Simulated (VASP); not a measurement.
```xyz
2
Lattice="2.7085 0.0000 0.0000 0.0000 2.7085 0.0000 0.0000 0.0000 3.7398" Properties=species:S:1:pos:R:3 pbc="T T T"
Fe     2.7085     0.0000     0.0000
Pt     1.3543     1.3543     1.8699
```
Starting moments (μB, in the order of the record's atoms Fe Pt): 2.9 0.3.

Calculation: rev-vdW-DF2, VASP's PBE PAW potentials (set 64) (plane waves; VASP). Numerical set-up: 520 eV cut-off, 15×15×11 Γ-centred mesh, tetrahedra with Blöchl corrections, potentials Fe Pt.

Unless said otherwise, spin-orbit coupling is left out, though it shifts the bands of the heavy elements here.

Q: Estimate the cell moment, energy per atom (σ→0), band gap (on the k-mesh) with the smallest direct gap where there is one.

A: 
The band gap (on the k-mesh) is none (metal, semimetal or under 0.01 eV) and the cell moment comes out as 3.19 μB. The energy per atom (σ→0) is -5.305 eV/atom.

Q: Give the moment on each site (PAW-sphere projection).

A: 
```json
[
 {"site": "Fe1", "moment (μB)": "2.84"},
 {"site": "Pt2", "moment (μB)": "0.32"}
]
```

Only differences to runs with the same potentials and settings are physical.

The compound is FePt in the L1_0 structure. It was relaxed first.
